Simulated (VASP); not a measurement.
Wanted: the native input for a VASP 6.6.1 run.

```yaml
Task: band structure
Functional: HSE06
Potentials_or_basis: VASP PAW PBE potentials, release 64 (Mg, O)
Cutoff: 520 eV
k_mesh: 8 × 8 × 8
Occupations: gaussian, width 0.02 eV
Spin: no spin polarisation
Grid_for_exact_exchange_PRECFOCK: Fast
Screening_parameter: 0.2 1/A
Further_INCAR_settings: ALGO = Normal; EDIFF = 1e-07
```

The system is MgO.

```
Mg O
1.0
     0.00000    2.09700    2.09700
     2.09700    0.00000    2.09700
     2.09700    2.09700    0.00000
Mg O
1 1
Direct
  0.00000 0.00000 0.00000
  0.50000 0.50000 0.50000
```

The cell is a database's computed one.

These files were run (other wordings do the same):

POSCAR

```
MgO
1.0
    0.0000000000      2.0970013927      2.0970013927
    2.0970013927      0.0000000000      2.0970013927
    2.0970013927      2.0970013927      0.0000000000
Mg O
1 1
Direct
    0.0000000000      0.0000000000      0.0000000000
    0.5000000000      0.5000000000      0.5000000000
```

INCAR.step1

```
  PREC = Accurate
  ENCUT = 520
  EDIFF = 1E-5
  ISMEAR = 0
  SIGMA = 0.02
  LREAL = F
  LASPH = T
  NELM = 60
  ALGO = Normal
  ISIF = 2
  LWAVE = T
  LCHARG = F
  GGA = PE
```

INCAR.step2

```
  PREC = Accurate
  ENCUT = 520
  EDIFF = 1E-7
  ISMEAR = 0
  SIGMA = 0.02
  LREAL = F
  LASPH = T
  NELM = 60
  ALGO = Normal
  ISIF = 2
  LWAVE = F
  LCHARG = F
  GGA = PE
  LHFCALC = T
  HFSCREEN = 0.2
  PRECFOCK = Fast
  ISTART = 1
```

KPOINTS

```
regular mesh
0
Gamma
  8 8 8
```

KPOINTS_OPT

```
path GXWKGLUWLK,UX
12
line-mode
reciprocal
 0.0000000000  0.0000000000  0.0000000000  G
 0.5000000000  0.0000000000  0.5000000000  X

 0.5000000000  0.0000000000  0.5000000000  X
 0.5000000000  0.2500000000  0.7500000000  W

 0.5000000000  0.2500000000  0.7500000000  W
 0.3750000000  0.3750000000  0.7500000000  K

 0.3750000000  0.3750000000  0.7500000000  K
 0.0000000000  0.0000000000  0.0000000000  G

 0.0000000000  0.0000000000  0.0000000000  G
 0.5000000000  0.5000000000  0.5000000000  L

 0.5000000000  0.5000000000  0.5000000000  L
 0.6250000000  0.2500000000  0.6250000000  U

 0.6250000000  0.2500000000  0.6250000000  U
 0.5000000000  0.2500000000  0.7500000000  W

 0.5000000000  0.2500000000  0.7500000000  W
 0.5000000000  0.5000000000  0.5000000000  L

 0.5000000000  0.5000000000  0.5000000000  L
 0.3750000000  0.3750000000  0.7500000000  K

 0.6250000000  0.2500000000  0.6250000000  U
 0.5000000000  0.0000000000  0.5000000000  X
```

Potentials or basis: VASP PAW PBE potentials, release 64 (Mg, O).

Run with:

```bash
$ cat potpaw_PBE.64/Mg/POTCAR potpaw_PBE.64/O/POTCAR > POTCAR
$ cp INCAR.step1 INCAR
$ mpirun -np 1 vasp_std > vasp.out
$ cp INCAR.step2 INCAR
$ mpirun -np 1 vasp_std > vasp.out
```

Results of the run:

| Property | Result |
| --- | --- |
| Pressure | 0.6 GPa |
| Band gap on the k mesh | 6.60 eV, direct |
| Band gap along the path | 6.60 eV, direct |

Caveat: the PAW data sets were made with another functional, which shifts forces and pressure a little.

Run time: 19 min on 1 thread of Intel(R) Xeon(R) 6975P-C (Granite Rapids), on a shared host, peak memory 0.3 GiB.
